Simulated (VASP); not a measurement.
# Te2Ir2O (Cmc2_1) in VASP: a series of runs

Aim: see how the results for Te2Ir2O move with the level of theory and the settings. Levels: PBEsol, PBE. Tasks: single point.

Program: VASP 6.6.1. These are calculated values, not measurements. Logs are shortened: lines on timing, memory, paths and dates and some standing lists are left out, and cuts for length are marked.

## Step 1: The crystal as given

It takes space group Cmc2_1 (No. 36, orthorhombic). The conventional cell has a = 10.860 Å, b = 6.707 Å, c = 5.924 Å, α = 90.00°, β = 90.00°, γ = 90.00°. Around Ir (site symmetry 1) lie 1 O at 1.98 Å and 3 Te at 2.10 to 2.11 Å. Te (site symmetry 1) is surrounded by 3 Ir at 2.10 to 2.11 Å. O (site symmetry m) is surrounded by 2 Ir at 1.98 Å.

The cell was built by a generator and needn't be a form met in nature.

## Step 2: Single point, PBEsol

INCAR

```
SYSTEM = Te2Ir2O
PREC     = Accurate       ! precision mode
ENCUT    = 520            ! plane-wave cutoff, eV
EDIFF    = 1E-6           ! SCF threshold, eV
ISMEAR   = -1             ! smearing method
SIGMA    = 0.0897         ! smearing width, eV
LREAL    = .False.        ! projectors in reciprocal space
LASPH    = .True.         ! aspherical terms in the spheres
NELM     = 100            ! most SCF steps
ALGO     = Normal         ! electronic algorithm
ISIF     = 2              ! what is computed and relaxed
LWAVE    = .False.        ! write WAVECAR
LCHARG   = .False.        ! write CHGCAR
GGA      = PS             ! functional
NBANDS   = 47             ! bands
```

KPOINTS

```
regular mesh
0
Gamma
  3 3 3
  0 0 0
```

POSCAR

```
Te2Ir2O
1.0
    5.4299009300      3.3536569900      0.0000000000
    5.4299009300     -3.3536569900      0.0000000000
    0.0000000000      0.0000000000     -5.9238691900
Ir Te O
4 4 2
Direct
    0.3276000000      0.0264000000      0.7163000000
    0.6724000000      0.9736000000      0.2163000000
    0.9736000000      0.6724000000      0.7163000000
    0.0264000000      0.3276000000      0.2163000000
    0.3431000000      0.0967000000      0.3726000000
    0.6569000000      0.9033000000      0.8726000000
    0.9033000000      0.6569000000      0.3726000000
    0.0967000000      0.3431000000      0.8726000000
    0.2073000000      0.7927000000      0.7642000000
    0.7927000000      0.2073000000      0.2642000000
```

Potentials or basis: VASP PAW PBE potentials, release 64 (Ir, Te, O).

Run with:

```
> cat potpaw_PBE.64/Ir/POTCAR potpaw_PBE.64/Te/POTCAR potpaw_PBE.64/O/POTCAR > POTCAR
> mpirun -np 1 vasp_std > vasp.out
```

OUTCAR:

```text
SYSTEM = Te2Ir2O
   PREC = Accurate
   ENCUT = 520
   EDIFF = 1E-6
   ISMEAR = -1
   LREAL = .False.
   LASPH = .True.
   NELM = 100
   ISIF = 2
   GGA = PS

 ion  position               nearest neighbor table
   1  0.328  0.026  0.716-   9 1.98   5 2.10   6 2.10   8 2.11
   2  0.672  0.974  0.216-  10 1.98   6 2.10   5 2.10   7 2.11
   3  0.974  0.672  0.716-   9 1.98   7 2.10   8 2.10   6 2.11
   4  0.026  0.328  0.216-  10 1.98   8 2.10   7 2.10   5 2.11
   5  0.343  0.097  0.373-   1 2.10   2 2.10   4 2.11   8 3.39   8 3.39   7 3.42   7 3.42   6 3.48
                             6 3.48
   6  0.657  0.903  0.873-   2 2.10   1 2.10   3 2.11   7 3.39   7 3.39   8 3.42   8 3.42   5 3.48
                             5 3.48
   7  0.903  0.657  0.373-   3 2.10   4 2.10   2 2.11   6 3.39   6 3.39   5 3.42   5 3.42   8 3.48
                             8 3.48
   8  0.097  0.343  0.873-   4 2.10   3 2.10   1 2.11   5 3.39   5 3.39   6 3.42   6 3.42   7 3.48
                             7 3.48
   9  0.207  0.793  0.764-   3 1.98   1 1.98
  10  0.793  0.207  0.264-   2 1.98   4 1.98

  LATTYP: Found a base centered orthorhombic cell.
 ALAT       =     6.7073139800
 B/A-ratio  =     1.6190984785
 C/A-ratio  =     0.8831954502

  Lattice vectors:

 A1 = (  -5.4299009300,   3.3536569900,   0.0000000000)
 A2 = (   5.4299009300,   3.3536569900,   0.0000000000)
 A3 = (   0.0000000000,   0.0000000000,  -5.9238691900)

Analysis of symmetry for initial positions (statically):
=====================================================================
 Subroutine PRICEL returns:
 Original cell was already a primitive cell.

 Routine SETGRP: Setting up the symmetry group for a
 base centered orthorhombic supercell.

 Subroutine GETGRP returns: Found  4 space group operations
 (whereof  2 operations were pure point group operations)
 out of a pool of  8 trial point group operations.

The static configuration has the point symmetry C_1h.
 The point group associated with its full space group is C_2v.

Analysis of symmetry for dynamics (positions and initial velocities):
=====================================================================
 Subroutine PRICEL returns:
 Original cell was already a primitive cell.

 Routine SETGRP: Setting up the symmetry group for a
 base centered orthorhombic supercell.

 Subroutine GETGRP returns: Found  4 space group operations
 (whereof  2 operations were pure point group operations)
 out of a pool of  8 trial point group operations.

The dynamic configuration has the point symmetry C_1h.
 The point group associated with its full space group is C_2v.

 Subroutine INISYM returns: Found  4 space group operations
 (whereof  2 operations are pure point group operations),
 and found     1 'primitive' translations

----------------------------------------------------------------------------------------

                                     Primitive cell

  volume of cell :     215.7476

  direct lattice vectors                    reciprocal lattice vectors
     5.429900930  3.353656990  0.000000000     0.092082711  0.149090978  0.000000000
     5.429900930 -3.353656990  0.000000000     0.092082711 -0.149090978  0.000000000
     0.000000000  0.000000000 -5.923869190     0.000000000  0.000000000 -0.168808589

  length of vectors
     6.382071710  6.382071710  5.923869190     0.175235115  0.175235115  0.168808589

  position of ions in fractional coordinates (direct lattice)
     0.327600000  0.026400000  0.716300000
     0.672400000  0.973600000  0.216300000
     0.973600000  0.672400000  0.716300000
     0.026400000  0.327600000  0.216300000
     0.343100000  0.096700000  0.372600000
     0.656900000  0.903300000  0.872600000
     0.903300000  0.656900000  0.372600000
     0.096700000  0.343100000  0.872600000
     0.207300000  0.792700000  0.764200000
     0.792700000  0.207300000  0.264200000

  ion indices of the primitive-cell ions
   primitive index   ion index
                 1           1
                 2           2
                 3           3
                 4           4
                 5           5
                 6           6
                 7           7
                 8           8
                 9           9
                10          10

----------------------------------------------------------------------------------------

 KPOINTS: regular mesh

Automatic generation of k-mesh.
 Grid dimensions read from file:
 generate k-points for:    3    3    3

 Generating k-lattice:

  Cartesian coordinates                     Fractional coordinates (reciprocal lattice)
     0.030694237  0.049696993  0.000000000     0.333333333  0.000000000  0.000000000
     0.030694237 -0.049696993  0.000000000     0.000000000  0.333333333  0.000000000
     0.000000000  0.000000000 -0.056269530     0.000000000  0.000000000  0.333333333

  Length of vectors
     0.058411705  0.058411705  0.056269530

[... 76 lines left out ...]

 E-fermi :   6.5956     XC(G=0):  -9.7378

 val. band max:        6.5603076181   @ k =  -0.3333   0.3333   0.3333
 cond. band min:       6.6746366652   @ k =   0.3333  -0.0000   0.0000
 fundamental gap:      0.1143290470
 Fermi energy:         6.5955559184

 k-point     1 :       0.0000    0.0000    0.0000
  band No.  band energies     occupation
      1     -11.6614      2.00000
      2     -11.5703      2.00000
      3      -9.0102      2.00000
      4      -7.1651      2.00000
      5      -7.1601      2.00000
      6      -7.1053      2.00000
[... 39 lines left out ...]
     46      12.0214      0.00000
     47      12.8627      0.00000

 k-point     2 :       0.3333   -0.0000    0.0000
  band No.  band energies     occupation
      1     -11.6336      2.00000
      2     -11.5730      2.00000
      3      -8.7411      2.00000
      4      -7.9906      2.00000
      5      -6.9985      2.00000
      6      -6.8607      2.00000
[... 39 lines left out ...]
     46      11.9283      0.00000
     47      12.3805      0.00000

 k-point     3 :       0.3333    0.3333    0.0000
  band No.  band energies     occupation
      1     -11.6146      2.00000
      2     -11.5723      2.00000
      3      -9.0890      2.00000
      4      -7.1682      2.00000
      5      -7.1635      2.00000
      6      -7.0965      2.00000
[... 39 lines left out ...]
     46      11.6917      0.00000
     47      12.5216      0.00000

 k-point     4 :      -0.3333    0.3333    0.0000
  band No.  band energies     occupation
      1     -11.6117      2.00000
      2     -11.5723      2.00000
      3      -8.8037      2.00000
      4      -7.9618      2.00000
      5      -6.9885      2.00000
      6      -6.8752      2.00000
[... 39 lines left out ...]
     46      11.6800      0.00000
     47      12.7318      0.00000

 k-point     5 :       0.0000    0.0000    0.3333
  band No.  band energies     occupation
      1     -11.6331      2.00000
      2     -11.5884      2.00000
      3      -8.6084      2.00000
      4      -7.6631      2.00000
      5      -7.1181      2.00000
      6      -7.1155      2.00000
[... 39 lines left out ...]
     46      11.4059      0.00000
     47      12.0362      0.00000

 k-point     6 :       0.3333   -0.0000    0.3333
  band No.  band energies     occupation
      1     -11.6152      2.00000
      2     -11.5853      2.00000
      3      -8.3593      2.00000
      4      -7.7088      2.00000
      5      -7.4878      2.00000
      6      -7.1328      2.00000
[... 39 lines left out ...]
     46      11.7857      0.00000
     47      12.0359      0.00000

 k-point     7 :       0.3333    0.3333    0.3333
  band No.  band energies     occupation
      1     -11.6021      2.00000
      2     -11.5812      2.00000
      3      -8.6653      2.00000
      4      -7.6798      2.00000
      5      -7.1221      2.00000
      6      -7.1179      2.00000
[... 39 lines left out ...]
     46      11.7421      0.00000
     47      12.6304      0.00000

 k-point     8 :      -0.3333    0.3333    0.3333
  band No.  band energies     occupation
      1     -11.6005      2.00000
      2     -11.5809      2.00000
      3      -8.4039      2.00000
      4      -7.6896      2.00000
      5      -7.4983      2.00000
      6      -7.1362      2.00000
[... 39 lines left out ...]
     46      12.0502      0.00000
     47      12.7509      0.00000

------------------------ aborting loop because EDIFF is reached ----------------------------------------

  FORCE on cell =-STRESS in cart. coord.  units (eV):
  Direction    XX          YY          ZZ          XY          YZ          ZX
  --------------------------------------------------------------------------------------
  -------------------------------------------------------------------------------------
  Total       48.8291359    153.4775316    158.0722332      0.0000000      0.0000000      0.0000000
  in kB      362.6132078   1139.7494352   1173.8704462      0.0000000      0.0000000      0.0000000
  external PRESSURE =     892.0776964 kB  Pullay stress =       0.0000000 kB

 VOLUME and BASIS-vectors are now :
 -----------------------------------------------------------------------------
  energy-cutoff  :      520.00
  volume of cell :      215.75
      direct lattice vectors                 reciprocal lattice vectors
     5.429900930  3.353656990  0.000000000     0.092082711  0.149090978  0.000000000
     5.429900930 -3.353656990  0.000000000     0.092082711 -0.149090978  0.000000000
     0.000000000  0.000000000 -5.923869190     0.000000000  0.000000000 -0.168808589

 POSITION                                       TOTAL-FORCE (eV/Angst)
 -----------------------------------------------------------------------------------
      1.92218      1.01012     -4.24327       -14.142006      2.607256     -1.773323
      8.93762     -1.01012     -1.28133        14.142006     -2.607256     -1.773323
      8.93762      1.01012     -4.24327        14.142006      2.607256     -1.773323
      1.92218     -1.01012     -1.28133       -14.142006     -2.607256     -1.773323
      2.38807      0.82634     -2.20723        -1.250910      1.027832      1.745736
      8.47173     -0.82634     -5.16917         1.250910     -1.027832      1.745736
      8.47173      0.82634     -2.20723         1.250910      1.027832      1.745736
      2.38807     -0.82634     -5.16917        -1.250910     -1.027832      1.745736
      5.42990     -1.96323     -4.52702         0.000000      0.333638      0.055173
      5.42990      1.96323     -1.56509         0.000000     -0.333638      0.055173
 -----------------------------------------------------------------------------------
    total drift:                               -0.000000      0.000000      0.002185

  FREE ENERGIE OF THE ION-ELECTRON SYSTEM (eV)
  ---------------------------------------------------
  free  energy   TOTEN  =       -35.1792013130 eV

  energy  without entropy=      -35.0547118842  energy(sigma->0) =      -35.11695660
```

Run time: 86 s. Hardware: 1 thread of Intel Xeon Platinum 8559C (Emerald Rapids), shared host; peak memory 0.34 GiB.

What came out:

```
Free energy            : -35.1792 eV
Pressure               : 89.2 GPa
Largest force          : 14.489 eV/Å
Band gap on the k mesh : none (metal or under the smearing width)
```

Forces in eV/Å, atoms in the order of the input:
```
Ir  -14.142   2.607  -1.773
Ir   14.142  -2.607  -1.773
Ir   14.142   2.607  -1.773
Ir  -14.142  -2.607  -1.773
Te   -1.251   1.028   1.746
Te    1.251  -1.028   1.746
Te    1.251   1.028   1.746
Te   -1.251  -1.028   1.746
O     0.000   0.334   0.055
O     0.000  -0.334   0.055
```

Levels at points of the mesh, in eV from the Fermi level:
```tsv
k point	band 32	band 33	band 34	band 35	band 36	band 37	band 38	band 39	band 40	band 41
(0.00, 0.00, 0.00)	-1.74	-1.53	-1.42	-0.69	-0.58	-0.40	-0.35	0.37	1.68	1.81
```

Caveat: the k mesh is coarse (spacing up to 0.37 Å⁻¹), so the values aren't converged; a pressure of tens of GPa on the cell as given is suspect, and the run, the potentials or the cell itself is likely at fault; the PAW data sets were made with another functional, which shifts forces and pressure a little.

## Step 3: Single point, PBEsol

INCAR

```
PREC = Accurate
ENCUT = 520
EDIFF = 1E-7
ISMEAR = -1
SIGMA = 0.0897
LREAL = F
LASPH = T
NELM = 100
ALGO = Normal
ISIF = 2
LWAVE = F
LCHARG = F
GGA = PS
NBANDS = 47
```

KPOINTS

```
Automatic mesh
0
Gamma
  3 3 3
```

POSCAR is that of step 2.

Potentials or basis: VASP PAW PBE potentials, release 64 (Ir, Te, O).

Run with:

```
> cat potpaw_PBE.64/Ir/POTCAR potpaw_PBE.64/Te/POTCAR potpaw_PBE.64/O/POTCAR > POTCAR
> mpirun -np 1 vasp_std > vasp.out
```

Run time: 88 s. Hardware: 1 thread of Intel Xeon Platinum 8559C (Emerald Rapids), shared host; peak memory 0.35 GiB.

It converged, with:

```yaml
Free_energy: -35.1792 eV
Pressure: 89.2 GPa
Largest_force: 14.489 eV/Å
Band_gap_on_the_k_mesh: none (metal or under the smearing width)
```

Forces in eV/Å, atoms in the order of the input:
```
Ir  -14.142   2.607  -1.773
Ir   14.142  -2.607  -1.773
Ir   14.142   2.607  -1.773
Ir  -14.142  -2.607  -1.773
Te   -1.251   1.028   1.746
Te    1.251  -1.028   1.746
Te    1.251   1.028   1.746
Te   -1.251  -1.028   1.746
O     0.000   0.335   0.054
O     0.000  -0.335   0.054
```

Stress tensor (GPa, compression positive):
```
 36.24   0.00   0.00
  0.00 113.97   0.00
  0.00   0.00 117.38
```

Levels at points of the mesh, in eV from the Fermi level:
| k point | band 34 | band 35 | band 36 | band 37 | band 38 | band 39 |
| --- | --- | --- | --- | --- | --- | --- |
| (0.00, 0.00, 0.00) | -1.42 | -0.69 | -0.58 | -0.40 | -0.35 | 0.37 |

Caveat: the k mesh is coarse (spacing up to 0.37 Å⁻¹), so the values aren't converged; a pressure of tens of GPa on the cell as given is suspect, and the run, the potentials or the cell itself is likely at fault; the PAW data sets were made with another functional, which shifts forces and pressure a little. Spin-orbit coupling is left out, which matters for the levels of Ir, Te.

## Step 4: Single point, PBEsol

INCAR

```
SYSTEM = Te2Ir2O
PREC = Accurate
ENCUT = 520
EDIFF = 1E-6
ISMEAR = -1
SIGMA = 0.0897
LREAL = .FALSE.
LASPH = .TRUE.
NELM = 100
ALGO = Normal
ISIF = 2
LWAVE = .FALSE.
LCHARG = .FALSE.
GGA = PS
NBANDS = 47
```

KPOINTS

```
regular mesh
0
G
  3 3 3
  0 0 0
```

POSCAR is that of step 3.

Run with:

```
> cat potpaw_PBE.64/Ir/POTCAR potpaw_PBE.64/Te/POTCAR potpaw_PBE.64/O/POTCAR > POTCAR
> mpirun -np 1 vasp_std > vasp.out
```

Run time: 85 s. Hardware: 1 thread of Intel Xeon Platinum 8559C (Emerald Rapids), shared host; peak memory 0.35 GiB.

Results (log left out):

```
Free energy            : -35.1792 eV
Pressure               : 89.2 GPa
Largest force          : 14.489 eV/Å
Band gap on the k mesh : none (metal or under the smearing width)
```

Forces on the atoms (eV/Å):
```
Ir  -14.142   2.607  -1.773
Ir   14.142  -2.607  -1.773
Ir   14.142   2.607  -1.773
Ir  -14.142  -2.607  -1.773
Te   -1.251   1.028   1.746
Te    1.251  -1.028   1.746
Te    1.251   1.028   1.746
Te   -1.251  -1.028   1.746
O     0.000   0.334   0.055
O     0.000  -0.334   0.055
```

Stress tensor (GPa, compression positive):
```
 36.26   0.00   0.00
  0.00 113.97   0.00
  0.00   0.00 117.39
```

Levels at points of the mesh, in eV from the Fermi level:
```tsv
k point	band 32	band 33	band 34	band 35	band 36	band 37	band 38	band 39	band 40	band 41
(0.00, 0.00, 0.00)	-1.74	-1.53	-1.42	-0.69	-0.58	-0.40	-0.35	0.37	1.68	1.81
```

Caveat: the k mesh is coarse (spacing up to 0.37 Å⁻¹), so the values aren't converged; a pressure of tens of GPa on the cell as given is suspect, and the run, the potentials or the cell itself is likely at fault; the PAW data sets were made with another functional, which shifts forces and pressure a little.

## Step 5: Single point, PBE

INCAR

```
ALGO = Normal
EDIFF = 1E-6
ENCUT = 520
GGA = PE
ISIF = 2
ISMEAR = -1
LASPH = T
LCHARG = T
LELF = T
LREAL = F
LVHAR = T
LWAVE = F
NBANDS = 47
NELM = 100
PREC = Accurate
SIGMA = 0.0897
```

KPOINTS

```
k-points
0
Gamma
  3 3 3
```

POSCAR is that of step 4.

Run with:

```
> cat potpaw_PBE.64/Ir/POTCAR potpaw_PBE.64/Te/POTCAR potpaw_PBE.64/O/POTCAR > POTCAR
> mpirun -np 1 vasp_std > vasp.out
```

Wall time 88 s (1 thread of Intel Xeon Platinum 8559C (Emerald Rapids), shared host); peak memory 0.35 GiB.

The run converged. Its results:

| Quantity | Value |
| --- | --- |
| Free energy | -28.0305 eV |
| Pressure | 94.0 GPa |
| Largest force | 14.590 eV/Å |
| Band gap on the k mesh | none (metal or under the smearing width) |

Forces on the atoms (eV/Å):
```
Ir  -14.239   2.650  -1.763
Ir   14.239  -2.650  -1.763
Ir   14.239   2.650  -1.763
Ir  -14.239  -2.650  -1.763
Te   -1.306   1.067   1.789
Te    1.306  -1.067   1.789
Te    1.306   1.067   1.789
Te   -1.306  -1.067   1.789
O     0.000   0.498  -0.053
O     0.000  -0.498  -0.053
```

Stress tensor (GPa, compression positive):
```
 40.37   0.00   0.00
  0.00 119.01   0.00
  0.00   0.00 122.72
```

Levels at points of the mesh, in eV from the Fermi level:
| k point | band 32 | band 33 | band 34 | band 35 | band 36 | band 37 | band 38 | band 39 | band 40 | band 41 |
| --- | --- | --- | --- | --- | --- | --- | --- | --- | --- | --- |
| (0.00, 0.00, 0.00) | -1.75 | -1.54 | -1.42 | -0.70 | -0.59 | -0.38 | -0.34 | 0.36 | 1.68 | 1.81 |

Caveat: the k mesh is coarse (spacing up to 0.37 Å⁻¹), so the values aren't converged; a pressure of tens of GPa on the cell as given is suspect, and the run, the potentials or the cell itself is likely at fault; forces of over 1 eV/Å show positions far from the minimum, so gaps and moduli don't describe the material at rest. Spin-orbit coupling is left out, which matters for the levels of Ir, Te.
